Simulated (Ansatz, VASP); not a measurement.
# Zr (Zr(0001)): VASP beside Ansatz, part 2 of 2

One calculation is typed for both programs; each brings its own data sets. How far apart do they land? The cell is taken from a series of runs on this material, whose earlier steps may have relaxed, scaled, displaced or heated it; both programs get it as it stands.

VASP 6.6.1 and Ansatz 0.2.0.

So far: Starting point; Ansatz: single point, PBE, spin-orbit coupling.

### Step 3. VASP: single point, PBE, spin-orbit coupling

Level of this step: PBE, spin-orbit coupling; plane waves and PAW (Zr_sv) (VASP).

The same cell, functional, mesh and smearing now go to VASP, with its own data sets.

Lines of VASP's logs that name or quote its potential files are left out, and so is its time.

File INCAR:

```
SYSTEM = Zr
PREC = Accurate
ENCUT = 400
EDIFF = 1E-06
NELM = 200
ISMEAR = -1
SIGMA = 0.05
LREAL = .FALSE.
ALGO = Normal
GGA = PE
LNONCOLLINEAR = .TRUE.
MAGMOM = 0 0 0 0 0 0 0 0 0 0 0 0 0 0 0 0 0 0 0 0 0 0 0 0 0 0 0 0 0 0 0 0 0
NBANDS = 162
GGA_COMPAT = .FALSE.
LASPH = .TRUE.
LSORBIT = .TRUE.
LMAXMIX = 4
LORBIT = 11
LWAVE = .FALSE.
LCHARG = .FALSE.
ISIF = 2
LDIPOL = .TRUE.
IDIPOL = 3
DIPOL = 0.5 0.5 0.5
LVHAR = .TRUE.
NELMDL = -8
```

File POSCAR:

```
Zr
1.0
    3.2300000000      0.0000000000      0.0000000000
    1.6150000000      2.7972620542      0.0000000000
    0.0000000000      0.0000000000     43.7269500000
Zr
11
Direct
    0.0000000000      0.0000000000      0.2109881454
    0.6666666667      0.6666666667      0.2655238773
    0.0000000000      0.0000000000      0.3245956979
    0.6666666667      0.6666666667      0.3823290900
    0.0000000000      0.0000000000      0.4411645450
    0.6666666667      0.6666666667      0.5000000000
    0.0000000000      0.0000000000      0.5588354550
    0.6666666667      0.6666666667      0.6176709100
    0.0000000000      0.0000000000      0.6754043015
    0.6666666667      0.6666666667      0.7344761241
    0.0000000000      0.0000000000      0.7890118568
```

File KPOINTS:

```
Automatic mesh
0
Gamma
18 18 1
0 0 0
```

The projector-augmented-wave data sets are Zr_sv (PBE family, release 64).

On the command line:

```sh
$ export OMP_NUM_THREADS=3
$ mpirun -np 1 vasp_ncl
```

Numbers of over 12 decimals in the logs are rounded to 6 here.

What it wrote:

```text
[banner, memory and clock lines left out]
running    1 mpi-ranks, on    1 nodes
 distrk:  each k-point on    1 cores,    1 groups
 distr:  one band on    1 cores,    1 groups
 Offloading initialized ...    1 GPUs detected
 POSCAR found type information on POSCAR Zr
 POSCAR found :  1 types and      11 ions
 LDA part: xc-table for (Slater+PW92), standard interpolation
 POSCAR, INCAR and KPOINTS ok, starting setup
 FFT: planning ... GRIDC
 FFT: planning ... GRID_SOFT
 FFT: planning ... GRID
 WAVECAR not read
 entering main loop
       N       E                     dE             d eps       ncg     rms          rms(c)
DAV:   1     0.133829818377E+04    0.13383E+04   -0.61812E+04 23416   0.129E+03
DAV:   2     0.455933395915E+02   -0.12927E+04   -0.12589E+04 22928   0.441E+02
DAV:   3    -0.738872214001E+02   -0.11948E+03   -0.11510E+03 32792   0.917E+01
DAV:   4    -0.950610330903E+02   -0.21174E+02   -0.20924E+02 36176   0.344E+01
DAV:   5    -0.986091351357E+02   -0.35481E+01   -0.35397E+01 30928   0.106E+01
DAV:   6    -0.986997267275E+02   -0.90592E-01   -0.90233E-01 32312   0.243E+00
DAV:   7    -0.987062113202E+02   -0.64846E-02   -0.64639E-02 30872   0.503E-01
DAV:   8    -0.987065549623E+02   -0.34364E-03   -0.34215E-03 29544   0.101E-01    0.345E+01
DAV:   9    -0.194050383853E+03   -0.95344E+02   -0.39344E+02 29706   0.505E+01    0.377E+01
DAV:  10    -0.265967704893E+03   -0.71917E+02   -0.36200E+03 28730   0.496E+01    0.368E+01
DAV:  11    -0.154381296021E+03    0.11159E+03   -0.39948E+02 28010   0.457E+01    0.286E+01
DAV:  12    -0.114639052662E+03    0.39742E+02   -0.14619E+02 29456   0.249E+01    0.183E+01
DAV:  13    -0.993168113260E+02    0.15322E+02   -0.43502E+01 29712   0.155E+01    0.118E+01
DAV:  14    -0.965336383753E+02    0.27832E+01   -0.16175E+01 28944   0.881E+00    0.919E+00
[...]
DAV:  34    -0.927266071684E+02   -0.29802E-04   -0.97085E-06 21694   0.600E-03    0.107E-02
DAV:  35    -0.927266280811E+02   -0.20913E-04   -0.28485E-06 18440   0.493E-03    0.108E-02
DAV:  36    -0.927266445944E+02   -0.16513E-04   -0.19023E-06 18012   0.489E-03    0.819E-03
DAV:  37    -0.927266494209E+02   -0.48266E-05   -0.36984E-06 19912   0.354E-03    0.591E-03
DAV:  38    -0.927266652535E+02   -0.15833E-04   -0.15788E-06 16768   0.388E-03    0.242E-03
DAV:  39    -0.927266865721E+02   -0.21319E-04   -0.36508E-06 18608   0.546E-03    0.310E-03
DAV:  40    -0.927266896826E+02   -0.31105E-05   -0.50530E-07 14752   0.262E-03    0.344E-03
DAV:  41    -0.927266900226E+02   -0.34001E-06   -0.23036E-07 12824   0.189E-03
   1 F= -.92726690E+02 E0= -.92675802E+02  d E =-.101777E+00  mag=     0.0000     0.0000     0.0000
```

Parts of OUTCAR (step 3):

```text
ion  position               nearest neighbor table
   1  0.000  0.000  0.211-   2 3.03   2 3.03   2 3.03
   2  0.667  0.667  0.266-   1 3.03   1 3.03   1 3.03   3 3.19   3 3.19   3 3.19
   3  0.000  0.000  0.325-   4 3.14   4 3.14   4 3.14   2 3.19   2 3.19   2 3.19
   4  0.667  0.667  0.382-   3 3.14   3 3.14   3 3.14   5 3.18   5 3.18   5 3.18
   5  0.000  0.000  0.441-   4 3.18   6 3.18   4 3.18   6 3.18   4 3.18   6 3.18
   6  0.667  0.667  0.500-   5 3.18   7 3.18   5 3.18   7 3.18   5 3.18   7 3.18
   7  0.000  0.000  0.559-   6 3.18   8 3.18   6 3.18   8 3.18   6 3.18   8 3.18
   8  0.667  0.667  0.618-   9 3.14   9 3.14   9 3.14   7 3.18   7 3.18   7 3.18
   9  0.000  0.000  0.675-   8 3.14   8 3.14   8 3.14  10 3.19  10 3.19  10 3.19
  10  0.667  0.667  0.734-  11 3.03  11 3.03  11 3.03   9 3.19   9 3.19   9 3.19
  11  0.000  0.000  0.789-  10 3.03  10 3.03  10 3.03

  LATTYP: Found a hexagonal cell.
 ALAT       =     3.2300000000
 C/A-ratio  =    13.5377554180

 Subroutine GETGRP returns: Found 12 space group operations
 (whereof 12 operations were pure point group operations)

The static configuration has the point symmetry D_3h.

 Found     64 irreducible k-points:

   k-points           NKPTS =     64   k-points in BZ     NKDIM =     64   number of bands    NBANDS=    162

   dimension x,y,z NGX =    24 NGY =   24 NGZ =  288
   dimension x,y,z NGXF=    48 NGYF=   48 NGZF=  576

   ENCUT  =  400.0 eV  29.40 Ry    5.42 a.u.   5.27  5.27 71.31*2*pi/ulx,y,z

   NELECT =     132.0000    total number of electrons

 k-points in reciprocal lattice and weights: Automatic mesh
   0.00000000  0.00000000  0.00000000       0.003
   0.05555556  0.00000000  0.00000000       0.009
  -0.05555556  0.00000000  0.00000000       0.009
   0.11111111  0.00000000  0.00000000       0.009
  -0.11111111  0.00000000  0.00000000       0.009
   0.16666667  0.00000000  0.00000000       0.009
  -0.16666667  0.00000000  0.00000000       0.009
   0.22222222  0.00000000  0.00000000       0.009
  -0.22222222  0.00000000  0.00000000       0.009
[...]
0.38888889 -0.27777778  0.00000000       0.019
  -0.33333333  0.33333333  0.00000000       0.006

 dipolmoment           0.000000      0.000000     -0.000002 electrons x Angstroem

 average (electrostatic) potential at core
       1 -79.3982       2 -79.0351       3 -79.1446       4 -79.1964       5 -79.2063
       6 -79.2092       7 -79.2063       8 -79.1964       9 -79.1446      10 -79.0351
      11 -79.3982

 E-fermi :   4.4132

 k-point     1 :       0.0000    0.0000    0.0000
  band No.  band energies     occupation
    ...
    110       1.3580      1.00000
    111       4.2201      0.97941
    112       4.2201      0.97941
    113       4.2408      0.96919
    114       4.2408      0.96919
    115       4.5583      0.05207
    116       4.5583      0.05207
    117       4.5763      0.03695
    118       4.5763      0.03695
    119       4.8637      0.00012
    ...

 k-point     2 :       0.0556    0.0000    0.0000
  band No.  band energies     occupation
    ...
    110       1.4387      1.00000
    111       4.1540      0.99443
    112       4.1540      0.99443
    113       4.1863      0.98943
    114       4.1863      0.98943
    115       4.4339      0.39813
    116       4.4339      0.39813
    117       4.4815      0.20339
    118       4.4815      0.20339
    119       4.7439      0.00134
    ...

 k-point     3 :      -0.0556    0.0000    0.0000
  band No.  band energies     occupation
    ...
    110       1.4387      1.00000
    111       4.1540      0.99443
    112       4.1540      0.99443
    113       4.1863      0.98943
    114       4.1863      0.98943
    115       4.4339      0.39813
    116       4.4339      0.39813
    117       4.4815      0.20339
    118       4.4815      0.20339
    119       4.7439      0.00134
    ...

  Total        0.0685098      0.0685098      3.3446693      0.0000000      0.0000000      0.0000000
  in kB        0.2778294      0.2778294     13.5637226      0.0000000      0.0000000      0.0000000
  external PRESSURE =       4.7064605 kB  Pullay stress =       0.0000000 kB

  energy-cutoff  :      400.00
  volume of cell :      395.08
      direct lattice vectors                 reciprocal lattice vectors
     3.230000000  0.000000000  0.000000000     0.309597523 -0.178746213  0.000000000
     1.615000000  2.797262054  0.000000000     0.000000000  0.357492427  0.000000000
     0.000000000  0.000000000 43.726950000     0.000000000  0.000000000  0.022869192

 POSITION                                       TOTAL-FORCE (eV/Angst)
 -----------------------------------------------------------------------------------
      0.00000      0.00000      9.22587         0.000000      0.000000     -0.221493
      3.23000      1.86484     11.61055        -0.000000     -0.000000      0.005702
      0.00000      0.00000     14.19358        -0.000000      0.000000     -0.000578
      3.23000      1.86484     16.71809        -0.000000     -0.000000      0.169502
      0.00000      0.00000     19.29078        -0.000000     -0.000000     -0.006229
      3.23000      1.86484     21.86348         0.000000      0.000000      0.000000
      0.00000      0.00000     24.43617         0.000000      0.000000      0.006229
      3.23000      1.86484     27.00886        -0.000000     -0.000000     -0.169502
      0.00000      0.00000     29.53337        -0.000000      0.000000      0.000578
      3.23000      1.86484     32.11640         0.000000     -0.000000     -0.005702
      0.00000      0.00000     34.50108         0.000000      0.000000      0.221493
 -----------------------------------------------------------------------------------
    total drift:                               -0.000001     -0.000001     -0.000381

  FREE ENERGIE OF THE ION-ELECTRON SYSTEM (eV)
  ---------------------------------------------------
  free  energy   TOTEN  =       -92.7266900226 eV

  energy  without entropy=      -92.6249134526  energy(sigma->0) =      -92.67580174

 vacuum level on the upper side and lower side of the slab         8.583         8.583

 Spin-Orbit-Coupling matrix elements
 Ion:    1  E_soc:     -0.1435570
 Ion:    2  E_soc:     -0.1431062
 Ion:    3  E_soc:     -0.1431320
 Ion:    4  E_soc:     -0.1430064
 Ion:    5  E_soc:     -0.1428970
 Ion:    6  E_soc:     -0.1429536
 Ion:    7  E_soc:     -0.1428970
 Ion:    8  E_soc:     -0.1430064
 Ion:    9  E_soc:     -0.1431320
 Ion:   10  E_soc:     -0.1431062
 Ion:   11  E_soc:     -0.1435570

 total charge
# of ion       s       p       d       tot
------------------------------------------
    1        2.248   5.933   1.654   9.835
    2        2.239   5.965   1.660   9.865
    3        2.235   5.960   1.641   9.836
    4        2.235   5.961   1.637   9.833
    5        2.232   5.961   1.629   9.822
    6        2.233   5.961   1.628   9.821
    7        2.232   5.961   1.629   9.822
    8        2.235   5.961   1.637   9.833
    9        2.235   5.960   1.641   9.836
   10        2.239   5.965   1.660   9.865
   11        2.248   5.933   1.654   9.835
--------------------------------------------------
tot         24.613  65.520  18.071 108.203

 magnetization (x)
# of ion       s       p       d       tot
------------------------------------------
    1       -0.000  -0.000   0.000  -0.000
    2        0.000   0.000   0.000   0.000
    3        0.000  -0.000   0.000   0.000
    4        0.000   0.000   0.000   0.000
    5       -0.000  -0.000   0.000   0.000
    6        0.000  -0.000  -0.000  -0.000
    7        0.000   0.000   0.000   0.000
    8        0.000   0.000  -0.000  -0.000
    9        0.000   0.000  -0.000  -0.000
   10       -0.000  -0.000  -0.000  -0.000
   11       -0.000   0.000  -0.000  -0.000
--------------------------------------------------
tot         -0.000  -0.000  -0.000  -0.000

 magnetization (y)
# of ion       s       p       d       tot
------------------------------------------
    1        0.000   0.000   0.000   0.000
    2        0.000   0.000   0.000   0.000
    3        0.000   0.000  -0.000  -0.000
    4        0.000   0.000   0.000   0.000
    5        0.000   0.000   0.000   0.000
    6        0.000  -0.000  -0.000  -0.000
    7       -0.000   0.000   0.000  -0.000
    8        0.000   0.000   0.000   0.000
    9        0.000  -0.000   0.000  -0.000
   10        0.000   0.000   0.000   0.000
   11        0.000   0.000   0.000   0.000
--------------------------------------------------
tot         -0.000   0.000  -0.000   0.000

 magnetization (z)
# of ion       s       p       d       tot
------------------------------------------
    1       -0.000   0.000   0.000   0.000
    2        0.000  -0.000   0.000   0.000
    3        0.000  -0.000   0.000   0.000
    4        0.000   0.000   0.000   0.000
    5        0.000   0.000   0.000   0.000
    6       -0.000   0.000   0.000   0.000
    7        0.000   0.000   0.000   0.000
    8        0.000   0.000   0.000   0.000
    9        0.000  -0.000   0.000   0.000
   10        0.000  -0.000   0.000   0.000
   11       -0.000   0.000   0.000   0.000
--------------------------------------------------
tot          0.000   0.000   0.000   0.000

[... 3 further parts left out ...]
```

### Step 4. Comparison

Known differences besides the potentials themselves: spin-orbit coupling enters by fully relativistic files in Ansatz and inside the spheres in VASP; the cutoff is 420 eV in Ansatz and 400 eV in VASP. Total energies have different zeros and are not compared.

Compared:

```csv
quantity,Ansatz,VASP,difference
"work function, lower of the two faces (eV)",4.17,4.17,0.00
"work function, higher of the two faces (eV)",4.17,4.17,0.00
```

With vacuum in the cell, a pressure given here is an average over mostly empty space and none of the material.

### Step 5. What came out

```json
{
  "difference in work function, higher of the two faces (single point, PBE, spin-orbit coupling)": "9.9e-4 eV"
}
```

The difference in work function, higher of the two faces is 9.9e-4 eV (single point, PBE, spin-orbit coupling). How closely two codes agree says nothing of how well the functional describes the real material.

[Lines on the potential files, build, host, timing and source positions are cut from VASP's logs without a mark.]

[Logs are printed without paths, hosts, clocks, repeated set-up lines and the standing remarks that a program may print on its own settings, such as how far it seeks lower states.]

[Hosts, paths, dates, database ids (printed as entryN), source tags and the programs' standing remarks are cut or masked in the printed files.]
